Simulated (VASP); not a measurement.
A run of VASP 6.6.1 is set up as follows.

File INCAR:

```
SYSTEM = InSb
PREC = Accurate
ENCUT = 600
EDIFF = 1E-6
ISMEAR = 0
SIGMA = 0.03
LREAL = .False.
LASPH = .True.
NELM = 80
ALGO = Normal
ISIF = 3
LWAVE = .False.
LCHARG = .False.
GGA = PS
IBRION = 2
NSW = 90
EDIFFG = -0.01
KPAR = 4
```

Contents of KPOINTS:

```
Automatic mesh
0
Gamma
  10 10 10
  0 0 0
```

File POSCAR:

```
InSb
1.0
    0.0000000000      3.2391000000      3.2391000000
    3.2391000000      0.0000000000      3.2391000000
    3.2391000000      3.2391000000      0.0000000000
In Sb
1 1
Direct
    0.0000000000      0.0000000000      0.0000000000
    0.2500000000      0.2500000000      0.2500000000
```

Potentials or basis: VASP PAW PBE potentials, release 64 (In_d, Sb).

Command:

```console
$ cat potpaw_PBE.64/In_d/POTCAR potpaw_PBE.64/Sb/POTCAR > POTCAR
$ mpirun -np 4 vasp_std > vasp.out
```

Problem. Predict the relaxed volume.

Solution. 34.66 Å³/atom.

Problem. Predict the relaxed cell.

Solution. a = 4.611 Å, b = 4.611 Å, c = 4.611 Å, α = 60.00°, β = 60.00°, γ = 60.00°.

Problem. What does it give for the band gap on the k mesh?

Solution. None (metal or under the smearing width).

Step by step:
```tsv
step	energy change (eV)	largest force (eV/Å)	pressure (GPa)	volume (Å³)
1	0.0000	0.0000	0.88	67.97
2	-0.0031	0.0000	-0.31	69.82
3	-0.0036	0.0000	-0.01	69.31
```

Caveat: the PAW data sets were made with another functional, which shifts forces and pressure a little; this crystal is a semiconductor, whose small gap the functional closes, so the metal is an error of the method. Zero-point motion and thermal expansion aren't in these numbers.
